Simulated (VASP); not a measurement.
Computed with PBEsol GGA, VASP's PBE PAW potentials (set 64) (plane waves; VASP).

A VASP calculation is set up with these files.

POSCAR:
```
PrZn
1
    3.6920000000     0.0000000000     0.0000000000
    0.0000000000     3.6920000000     0.0000000000
    0.0000000000     0.0000000000     3.6920000000
Pr Zn
1 1
Direct
  0.0000000000   0.0000000000   0.0000000000
  0.5000000000   0.5000000000   0.5000000000
```

File KPOINTS:
```
Automatic
0
Gamma
 9 9 9
0 0 0
```

### INCAR
```
SYSTEM = PrZn
PREC = Accurate
ENCUT = 400
EDIFF = 1E-6
NELM = 100
ALGO = Normal
LREAL = .FALSE.
LASPH = .TRUE.
ISMEAR = 1
SIGMA = 0.1
GGA = PS
LMAXMIX = 6
LWAVE = .FALSE.
LCHARG = .FALSE.
IBRION = 2
ISIF = 3
NSW = 60
EDIFFG = -0.01
```

POTCAR, in this order: Pr_3 Zn (PBE.64 set). Program: vasp_std.

What VASP printed:

OUTCAR:
```
 ion  position               nearest neighbor table
   1  0.000  0.000  0.000-   2 3.20   2 3.20   2 3.20   2 3.20   2 3.20   2 3.20   2 3.20   2 3.20
  LATTYP: Found a simple cubic cell.
 ALAT       =     3.6920000000
 Subroutine PRICEL returns:
 Original cell was already a primitive cell.
 Subroutine GETGRP returns: Found 48 space group operations
The static configuration has the point symmetry O_h .
The dynamic configuration has the point symmetry O_h .
 Subroutine INISYM returns: Found 48 space group operations
 Subroutine IBZKPT returns following result:
 Found     35 irreducible k-points:

 Following reciprocal coordinates:
            Coordinates               Weight
  0.000000  0.000000  0.000000      1.000000
  0.111111  0.000000  0.000000      6.000000
  0.222222  0.000000  0.000000      6.000000
  0.333333  0.000000  0.000000      6.000000
  0.444444  0.000000  0.000000      6.000000
  0.111111  0.111111  0.000000     12.000000
  0.222222  0.111111  0.000000     24.000000
  0.333333  0.111111  0.000000     24.000000
  0.444444  0.111111  0.000000     24.000000
  0.222222  0.222222  0.000000     12.000000
  0.333333  0.222222  0.000000     24.000000
  0.444444  0.222222  0.000000     24.000000
  0.333333  0.333333  0.000000     12.000000
  0.444444  0.333333  0.000000     24.000000
  0.444444  0.444444  0.000000     12.000000
  0.111111  0.111111  0.111111      8.000000
  0.222222  0.111111  0.111111     24.000000
  0.333333  0.111111  0.111111     24.000000
  0.444444  0.111111  0.111111     24.000000
  0.222222  0.222222  0.111111     24.000000
  0.333333  0.222222  0.111111     48.000000
  0.444444  0.222222  0.111111     48.000000
  0.333333  0.333333  0.111111     24.000000
  0.444444  0.333333  0.111111     48.000000
  0.444444  0.444444  0.111111     24.000000
...
```

OSZICAR:
```
       N       E                     dE             d eps       ncg     rms          rms(c)
DAV:   1     0.124759222973E+03    0.12476E+03   -0.99531E+03  1050   0.143E+03
DAV:   2    -0.211797187056E+01   -0.12688E+03   -0.12500E+03  1190   0.304E+02
DAV:   3    -0.749112453468E+01   -0.53732E+01   -0.52145E+01  1351   0.676E+01
DAV:   4    -0.766554967252E+01   -0.17443E+00   -0.17406E+00  1464   0.904E+00
DAV:   5    -0.766724744388E+01   -0.16978E-02   -0.16978E-02  1335   0.877E-01    0.489E+00
DAV:   6    -0.736621604166E+01    0.30103E+00   -0.22089E+00  1085   0.250E+01    0.290E+00
DAV:   7    -0.733658481960E+01    0.29631E-01   -0.22458E-01  1218   0.680E+00    0.143E+00
DAV:   8    -0.732494021217E+01    0.11645E-01   -0.26571E-02  1524   0.165E+00    0.168E-01
DAV:   9    -0.732454641343E+01    0.39380E-03   -0.24980E-03  1381   0.633E-01    0.697E-02
DAV:  10    -0.732450744024E+01    0.38973E-04   -0.22100E-04  1228   0.135E-01    0.184E-02
DAV:  11    -0.732450373442E+01    0.37058E-05   -0.21852E-05  1438   0.502E-02    0.620E-03
DAV:  12    -0.732450428998E+01   -0.55557E-06   -0.30399E-06  1044   0.182E-02
   1 F= -.73245043E+01 E0= -.73243053E+01  d E =-.732450E+01
       N       E                     dE             d eps       ncg     rms          rms(c)
DAV:   1    -0.797529327160E+01   -0.65079E+00   -0.11095E+01  1064   0.430E+01    0.553E+00
DAV:   2    -0.744437792833E+01    0.53092E+00   -0.34412E+00  1066   0.343E+01    0.198E+00
DAV:   3    -0.735185711725E+01    0.92521E-01   -0.34161E-01  1380   0.793E+00    0.947E-01
DAV:   4    -0.733634041345E+01    0.15517E-01   -0.87951E-02  1780   0.185E+00    0.424E-01
DAV:   5    -0.733668726794E+01   -0.34685E-03   -0.31786E-03  1281   0.534E-01    0.305E-01
DAV:   6    -0.733759940286E+01   -0.91213E-03   -0.35928E-03  1550   0.453E-01    0.827E-02
DAV:   7    -0.733764474999E+01   -0.45347E-04   -0.33388E-04  1468   0.188E-01    0.233E-02
DAV:   8    -0.733764299103E+01    0.17590E-05   -0.29890E-05  1318   0.575E-02    0.499E-03
DAV:   9    -0.733764281850E+01    0.17253E-06   -0.22784E-06  1159   0.108E-02
   2 F= -.73376428E+01 E0= -.73373362E+01  d E =-.131385E-01
       N       E                     dE             d eps       ncg     rms          rms(c)
DAV:   1    -0.735818328017E+01   -0.20540E-01   -0.36553E-01  1050   0.826E+00    0.952E-01
DAV:   2    -0.734170619317E+01    0.16477E-01   -0.85203E-02  1148   0.426E+00    0.362E-01
DAV:   3    -0.733871384060E+01    0.29924E-02   -0.72026E-03  1589   0.905E-01    0.158E-01
DAV:   4    -0.733832292770E+01    0.39091E-03   -0.21434E-03  1714   0.327E-01    0.795E-02
DAV:   5    -0.733835189883E+01   -0.28971E-04   -0.10421E-04  1204   0.928E-02    0.499E-02
DAV:   6    -0.733836488168E+01   -0.12983E-04   -0.12255E-04  1706   0.758E-02    0.119E-02
DAV:   7    -0.733836389701E+01    0.98467E-06   -0.54488E-06  1066   0.235E-02
   3 F= -.73383639E+01 E0= -.73380793E+01  d E =-.138596E-01
```

OUTCAR:
```
------------------------ aborting loop because EDIFF is reached ----------------------------------------
  FORCE on cell =-STRESS in cart. coord.  units (eV):
  Direction    XX          YY          ZZ          XY          YZ          ZX
  --------------------------------------------------------------------------------------
  Total        0.0024091      0.0024091      0.0024091      0.0000000      0.0000000     -0.0000000
  in kB        0.0798651      0.0798651      0.0798651      0.0000000      0.0000000     -0.0000000
  external PRESSURE =       0.0798651 kB  Pullay stress =       0.0000000 kB
  volume of cell :       48.33
      direct lattice vectors                 reciprocal lattice vectors
     3.642509229  0.000000000 -0.000000000     0.274536024 -0.000000000 -0.000000000
     0.000000000  3.642509229 -0.000000000    -0.000000000  0.274536024 -0.000000000
     0.000000000  0.000000000  3.642509229     0.000000000  0.000000000  0.274536024
 POSITION                                       TOTAL-FORCE (eV/Angst)
 -----------------------------------------------------------------------------------
      0.00000      0.00000      0.00000        -0.000000     -0.000000      0.000000
      1.82125      1.82125      1.82125         0.000000      0.000000      0.000000
 -----------------------------------------------------------------------------------
    total drift:                                0.000000      0.000000     -0.000000
  FREE ENERGIE OF THE ION-ELECTRON SYSTEM (eV)
  ---------------------------------------------------
  free  energy   TOTEN  =        -7.3383638970 eV

  energy  without entropy=       -7.3375099941  energy(sigma->0) =       -7.33807926

 reached required accuracy - stopping structural energy minimisation
```
(Selected blocks of OUTCAR.)

### CONTCAR
```
PrZn
   1.00000000000000
     3.6425092288229073    0.0000000000000000   -0.0000000000000000
     0.0000000000000000    3.6425092288229073   -0.0000000000000000
     0.0000000000000000    0.0000000000000000    3.6425092288229073
  Pr              Zn
     1     1
Direct
     0.0000000000000000    0.0000000000000000    0.0000000000000000
     0.5000000000000000    0.5000000000000000    0.5000000000000000
```

The 4f electrons are frozen in the core of the lanthanide potential, so 4f levels, which can set the real gap, and their magnetism are missing. Energy and stress use the plane-wave basis of the starting cell.

The structure comes from a measured PrZn entry (Pm-3m) of the Crystallography Open Database, whose conditions weren't checked. This run relaxes it. Symmetry was kept, so distortions that lower it aren't found. The electron count is odd and the run is not spin-polarised, which forces a metal.
